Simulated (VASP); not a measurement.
Data:

```
CELL_PARAMETERS angstrom
      3.20592     0.00000     0.00000
      0.00000     3.20592     0.00000
      0.00000     0.00000     3.20592
ATOMIC_POSITIONS crystal
  Pb 0.00000 0.00000 0.00000
```

Calculation: r2SCAN meta-GGA, VASP's PBE PAW potentials (set 64) (plane waves; VASP 6.6.1). Settings: 400 eV cut-off, 13×13×13 Γ-centred mesh, tetrahedra with Blöchl corrections, potentials Pb_d.

Q: Give the energies of bands 6 to 10 at the high-symmetry points, in eV from the Fermi level.

A: 
| band | Γ | X | M | R |
|---|---|---|---|---|
| 6 | -11.89 | -9.26 | -6.68 | -3.99 |
| 7 | 5.24 | -4.23 | -2.01 | 0.15 |
| 8 | 5.24 | 7.72 | -2.01 | 0.15 |
| 9 | 5.24 | 7.72 | 3.88 | 0.15 |
| 10 | 8.71 | 11.40 | 10.49 | 6.89 |

It has no gap at this level: it comes out as a metal or semimetal.

The structure was generated: Pb was put into the simple-cubic type (Pm-3m), which need not be its known phase. It was relaxed first.
